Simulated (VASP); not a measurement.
Method: optB88-vdW, VASP's PBE PAW potentials (set 64) (plane waves; VASP).

The input files of a VASP run:

KPOINTS:
```
Automatic
0
gamma
 17 17 17
```

### POSCAR
```
Al
1
    0.0000000000     2.0250000000     2.0250000000
    2.0250000000     0.0000000000     2.0250000000
    2.0250000000     2.0250000000     0.0000000000
Al
1
Direct
  0.0000000000   0.0000000000   0.0000000000
```

### INCAR
```
# general
SYSTEM   = Al
PREC     = Accurate
ENCUT    = 520   # plane-wave cut-off (eV)
LREAL    = .False.
LASPH    = .True.   # aspherical one-centre terms

# electronic loop
EDIFF    = 1E-7   # SCF stop (eV)
NELM     = 100   # most electronic steps
ALGO     = Normal   # blocked Davidson

# smearing
ISMEAR   = -5

# functional
GGA      = BO
LUSE_VDW = .True.
AGGAC    = 0.0
PARAM1   = 0.1833333333
PARAM2   = 0.22

# ions
ISIF     = 2

# output
LWAVE    = .False.
LCHARG   = .True.
LORBIT   = 11
NEDOS    = 601   # DOS grid
```

POTCAR, in this order: Al (PBE.64 set). Program: vasp_std.

Output of the run:

File OSZICAR:
```
       N       E                     dE             d eps       ncg     rms          rms(c)
DAV:   1    -0.164378069296E+00   -0.16438E+00   -0.87423E+02  1715   0.329E+02
DAV:   2    -0.223916103563E+01   -0.20748E+01   -0.19962E+01  2100   0.306E+01
DAV:   3    -0.225807918330E+01   -0.18918E-01   -0.18686E-01  2205   0.344E+00
DAV:   4    -0.225814563109E+01   -0.66448E-04   -0.64689E-04  2225   0.199E-01
DAV:   5    -0.225814610247E+01   -0.47138E-06   -0.46258E-06  2225   0.137E-02    0.950E-01
DAV:   6    -0.225605013642E+01    0.20960E-02   -0.21124E-03  2050   0.407E-01    0.588E-01
DAV:   7    -0.225507529694E+01    0.97484E-03   -0.64058E-03  1915   0.754E-01    0.968E-02
DAV:   8    -0.225511021567E+01   -0.34919E-04   -0.10135E-04  2345   0.910E-02    0.243E-02
DAV:   9    -0.225510829787E+01    0.19178E-05   -0.18896E-06  2160   0.145E-02    0.345E-03
DAV:  10    -0.225510760571E+01    0.69215E-06   -0.51480E-08  1970   0.242E-03    0.142E-03
DAV:  11    -0.225510708657E+01    0.51914E-06   -0.13393E-08  1110   0.106E-03    0.335E-04
DAV:  12    -0.225510706289E+01    0.23676E-07   -0.36879E-10  1035   0.192E-04
   1 F= -.22551071E+01 E0= -.22551071E+01  d E =0.000000E+00
```

### OUTCAR
```
------------------------ aborting loop because EDIFF is reached ----------------------------------------
  FORCE on cell =-STRESS in cart. coord.  units (eV):
  Direction    XX          YY          ZZ          XY          YZ          ZX
  --------------------------------------------------------------------------------------
  Total       -0.0125969     -0.0125969     -0.0125969      0.0000000      0.0000000     -0.0000000
  in kB       -1.2152557     -1.2152557     -1.2152557      0.0000000      0.0000000     -0.0000000
  external PRESSURE =      -1.2152557 kB  Pullay stress =       0.0000000 kB
  volume of cell :       16.61
      direct lattice vectors                 reciprocal lattice vectors
     0.000000000  2.025000000  2.025000000    -0.246913580  0.246913580  0.246913580
     2.025000000  0.000000000  2.025000000     0.246913580 -0.246913580  0.246913580
     2.025000000  2.025000000  0.000000000     0.246913580  0.246913580 -0.246913580
 POSITION                                       TOTAL-FORCE (eV/Angst)
 -----------------------------------------------------------------------------------
      0.00000      0.00000      0.00000         0.000000      0.000000     -0.000000
 -----------------------------------------------------------------------------------
    total drift:                               -0.000000      0.000000      0.000000
  FREE ENERGIE OF THE ION-ELECTRON SYSTEM (eV)
  ---------------------------------------------------
  free  energy   TOTEN  =        -2.2551070629 eV

  energy  without entropy=       -2.2551070629  energy(sigma->0) =       -2.25510706

 total charge

# of ion       s       p       d       tot
------------------------------------------
    1        0.430   0.341   0.000   0.772
```
(Selected blocks of OUTCAR.)

For a metal the tetrahedron method with Blöchl corrections gives inexact stress and forces.

The compound is Al in the fcc structure. The cell was not relaxed at this level.
